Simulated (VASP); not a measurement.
Level of theory: PBE GGA, VASP's PBE PAW potentials (set 64) (plane waves; VASP).

The input files of a VASP run:

**KPOINTS**
```
Automatic mesh
0
Gamma
6 6 4
```

### POSCAR
```
PtSe2
1
    1.9023000000    -3.2948800000     0.0000000000
    1.9023000000     3.2948800000     0.0000000000
    0.0000000000     0.0000000000     5.1816000000
Pt Se
1 2
Direct
  0.0000000000   0.0000000000   0.0000000000
  0.3333330000   0.6666670000   0.2550000000
  0.6666670000   0.3333330000   0.7450000000
```

### INCAR
```
ALGO = Fast
EDIFF = 1E-6
ENCUT = 400
GGA = PE
ISIF = 2
ISMEAR = 0
LASPH = T
LCHARG = F
LMAXMIX = 6
LREAL = F
LWAVE = F
NELM = 100
PREC = Accurate
SIGMA = 0.05
SYSTEM = PtSe2
```

POTCAR, in this order: Pt Se (PBE.64 set). Program: vasp_std.

Output of the run:

File OSZICAR:
```
       N       E                     dE             d eps       ncg     rms          rms(c)
DAV:   1     0.950165932897E+02    0.95017E+02   -0.87936E+03   760   0.103E+03
DAV:   2    -0.110941558493E+02   -0.10611E+03   -0.10397E+03   972   0.206E+02
DAV:   3    -0.149842735759E+02   -0.38901E+01   -0.38796E+01   846   0.429E+01
DAV:   4    -0.150146544570E+02   -0.30381E-01   -0.30379E-01   888   0.418E+00
DAV:   5    -0.150150252133E+02   -0.37076E-03   -0.37075E-03   853   0.431E-01    0.113E+01
RMM:   6    -0.145097864704E+02    0.50524E+00   -0.42183E+00   722   0.130E+01    0.706E+00
RMM:   7    -0.142633345343E+02    0.24645E+00   -0.47609E-01   720   0.494E+00    0.356E+00
RMM:   8    -0.142480838806E+02    0.15251E-01   -0.57862E-02   721   0.147E+00    0.689E-01
RMM:   9    -0.142444897625E+02    0.35941E-02   -0.10221E-02   780   0.779E-01    0.162E-01
RMM:  10    -0.142446001366E+02   -0.11037E-03   -0.13846E-03   800   0.289E-01    0.737E-02
RMM:  11    -0.142446347583E+02   -0.34622E-04   -0.52863E-04   784   0.141E-01    0.274E-02
RMM:  12    -0.142446344175E+02    0.34076E-06   -0.10023E-04   806   0.670E-02    0.225E-02
RMM:  13    -0.142446322680E+02    0.21496E-05   -0.24519E-05   811   0.319E-02    0.433E-03
RMM:  14    -0.142446325772E+02   -0.30920E-06   -0.46952E-06   642   0.147E-02
   1 F= -.14244633E+02 E0= -.14243407E+02  d E =-.245201E-02
```

OUTCAR:
```
------------------------ aborting loop because EDIFF is reached ----------------------------------------
  FORCE on cell =-STRESS in cart. coord.  units (eV):
  Direction    XX          YY          ZZ          XY          YZ          ZX
  --------------------------------------------------------------------------------------
  Total       -0.9731404     -0.9731403     -0.8138064     -0.0000000     -0.0000000      0.0000000
  in kB      -24.0034462    -24.0034425    -20.0733190     -0.0000000     -0.0000000      0.0000000
  external PRESSURE =     -22.6934026 kB  Pullay stress =       0.0000000 kB
  volume of cell :       64.95
      direct lattice vectors                 reciprocal lattice vectors
     1.902300000 -3.294880000  0.000000000     0.262839720 -0.151750595  0.000000000
     1.902300000  3.294880000  0.000000000     0.262839720  0.151750595  0.000000000
     0.000000000  0.000000000  5.181600000     0.000000000  0.000000000  0.192990582
 POSITION                                       TOTAL-FORCE (eV/Angst)
 -----------------------------------------------------------------------------------
      0.00000      0.00000      0.00000        -0.000000     -0.000000      0.000000
      1.90230      1.09830      1.32131         0.000000      0.000000     -0.440523
      1.90230     -1.09830      3.86029        -0.000000     -0.000000      0.440523
 -----------------------------------------------------------------------------------
    total drift:                                0.000000     -0.000000      0.000000
  FREE ENERGIE OF THE ION-ELECTRON SYSTEM (eV)
  ---------------------------------------------------
  free  energy   TOTEN  =       -14.2446325772 eV

  energy  without entropy=      -14.2421805657  energy(sigma->0) =      -14.24340657
```
(Selected blocks of OUTCAR.)

The compound is PtSe2 in the 1T layered structure. The cell was not relaxed at this level. The k-mesh is coarse (spacing up to 0.32 per Å, 2π included), so the numbers may not be converged in it. The run is one of a series of settings (ALGO = Fast against the base run), some of them coarse on purpose.
